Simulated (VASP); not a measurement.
Wanted: the native input for a VASP 6.6.1 run.

```yaml
Task: single point
Functional: PBEsol
Potentials_or_basis: VASP PAW PBE potentials, release 64 (Ti_sv, Ga_d, As)
Cutoff: 350 eV
k_mesh: 2 × 2 × 2
Occupations: gaussian, width 0.03 eV
Spin: collinear spin, ferromagnetic start
Starting_moments: "[2.0, 0.0, 0.0, 0.0, 0.0, 0.0, 0.0, 0.0, 0.0, 0.0, 0.0, 0.0, 0.0, 0.0, 0.0, 0.0, 0.0, 0.0, 0.0, 0.0, 0.0, 0.0, 0.0, 0.0] μB"
Hubbard_terms: Ti d U = 3 eV
Dq: -1
Further_INCAR_settings: LREAL = Auto; ALGO = Normal; EDIFF = 1e-05; ISYM = 0; NELECT = 216.0
```

The structure of TiGa11As12 (a cell with a defect) lies in POSCAR:

```
TiGa11As12                              
1.0
    0.0000000000      8.4805500000      8.4805500000
    5.6537000000      0.0000000000      5.6537000000
    5.6537000000      5.6537000000      0.0000000000
  Ti              Ga              As            
     1    11    12
Direct
     0.9926381835577227    0.0019685736489561    0.0024657738609093
     0.0028433883730136    0.0023238777615191    0.4966099647896349
     0.0027388380141165    0.4963320272198283    0.0044235712854804
     0.0025295375034617    0.4959625439634510    0.4981723206464916
     0.3284456989479638    0.0041527165362125    0.0060427803153396
     0.3343287589517888    0.0015961291448685    0.4963909686238455
     0.3342680452194948    0.4946320526550666    0.0035992306554386
     0.3305823969556592    0.5013591372230209    0.5033091869673131
     0.6683855160588784    0.9990594942755628    0.9997331489058238
     0.6612454487341647    0.0019918804279101    0.5058397162368349
     0.6614057662082203    0.5044557918217246    0.0035164998153767
     0.6668439088165393    0.5000835707673850    0.5013472121598026
     0.0827009848401704    0.1258364375254044    0.1262106578957913
     0.0867503277638514    0.1248869366637731    0.6192766258316094
     0.0867045807368016    0.6188488035308185    0.1270733670644161
     0.0807981982700602    0.6258613076320773    0.6279807620030016
     0.4215006156148377    0.1204626895245610    0.1221328521577745
     0.4123284799576489    0.1255153374985406    0.6317615023029876
     0.4124310180017434    0.6298589957658709    0.1275039892857689
     0.4166770313797328    0.6249077107797910    0.6268760166280057
     0.7354361736070519    0.1333719400290475    0.1346125856362556
     0.7518217198484120    0.1241651680634985    0.6247775058050848
     0.7517841745172710    0.6240241432501413    0.1253740983020872
     0.7503282081213986    0.6252457342909790    0.6268736628249143
```

One way to write it, as run:

INCAR

```
SYSTEM = TiGa11As12
ALGO = Normal
EDIFF = 1E-5
ENCUT = 350
GGA = PS
ISIF = 2
ISMEAR = 0
ISPIN = 2
ISYM = 0
KPAR = 2
LASPH = .True.
LCHARG = .False.
LDAU = .True.
LDAUJ = 0 0 0
LDAUL = 2 -1 -1
LDAUPRINT = 1
LDAUTYPE = 2
LDAUU = 3 0 0
LMAXMIX = 4
LORBIT = 11
LREAL = Auto
LWAVE = .False.
MAGMOM = 2 0 0 0 0 0 0 0 0 0 0 0 0 0 0 0 0 0 0 0 0 0 0 0
NELECT = 216.0
NELM = 120
PREC = Accurate
SIGMA = 0.03
```

KPOINTS

```
k-points
0
Gamma
  2 2 2
  0 0 0
```

Potentials or basis: VASP PAW PBE potentials, release 64 (Ti_sv, Ga_d, As).

Command:

```sh
$ cat potpaw_PBE.64/Ti_sv/POTCAR potpaw_PBE.64/Ga_d/POTCAR potpaw_PBE.64/As/POTCAR > POTCAR
$ mpirun -np 4 vasp_std > vasp.out
```

Results of the run:

```json
{
 "Largest force": "0.071 eV/Å",
 "Band gap on the k mesh": "none (metal or under the smearing width)",
 "Net moment": "1.74 μB per cell",
 "Site moments": "Ti +1.28; Ga +0.01, +0.02, -0.00, +0.00; As -0.02, -0.01, +0.00 μB",
 "Valence electrons inside the program's atomic spheres": "Ti 10.27; Ga 11.71, 11.70, 11.72, 11.69; As 2.90, 2.85, 2.87, 2.86"
}
```

Caveat: the k mesh is coarse (spacing up to 0.48 Å⁻¹), so the values aren't converged; the cell is charged against a uniform background, so pressure and absolute levels hang on convention; the PAW data sets were made with another functional, which shifts forces and pressure a little; the U is typed as a test and isn't derived for this compound.

Run time: 13 min on 4 MPI ranks on Intel(R) Xeon(R) 6975P-C (Granite Rapids) (shared host), peak memory 0.55 GiB a rank.
